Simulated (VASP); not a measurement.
Data:

```
CELL_PARAMETERS angstrom
      1.54838    -2.68187     0.00000
      1.54838     2.68187     0.00000
      0.00000     0.00000    12.05511
ATOMIC_POSITIONS crystal
  W  0.33333 0.66667 0.25000
  W  0.66667 0.33333 0.75000
  S  0.33333 0.66667 0.87840
  S  0.66667 0.33333 0.37840
  S  0.66667 0.33333 0.12160
  S  0.33333 0.66667 0.62160
```

Method: LDA (Ceperley-Alder, Perdew-Zunger), VASP's LDA PAW potentials (set 64) (plane waves; VASP). Run with 520 eV cut-off, 8×8×2 Γ-centred mesh, Gaussian smearing of 0.050 eV, potentials W_sv S.

**Question.** The ions and cell shape at fixed volume are relaxed. Give the cell that the relaxation ends in.

**Answer.** 
```
CELL_PARAMETERS angstrom
      1.55864    -2.69965     0.00000
      1.55864     2.69965     0.00000
      0.00000     0.00000    11.89688
ATOMIC_POSITIONS crystal
  W  0.33333 0.66667 0.25000
  W  0.66667 0.33333 0.75000
  S  0.33333 0.66667 0.88154
  S  0.66667 0.33333 0.38154
  S  0.66667 0.33333 0.11846
  S  0.33333 0.66667 0.61846
```
Space group P6_3/mmc (194), at a tolerance of 0.03 Å.

**Question.** How much energy does the relaxation gain?

**Answer.** The energy (σ→0) changes by -7.1 meV/atom, in 5 ionic steps.

```
step  E(σ→0) (eV)  max force (eV/Å)  pressure (GPa)  volume (Å³)
----  -----------  ----------------  --------------  -----------
1        -52.4686             0.586            5.88       100.12
2        -52.4965             0.063            2.41       100.12
3        -52.4971             0.022            2.86       100.12
4        -52.5095             0.013            2.02       100.12
5        -52.5113             0.006            1.58       100.12
```

The compound is WS2 in the 2H layered structure. This cell is one point of a volume scan, at 0.97 of the reference volume. Symmetry was kept, so distortions that lower it aren't found.
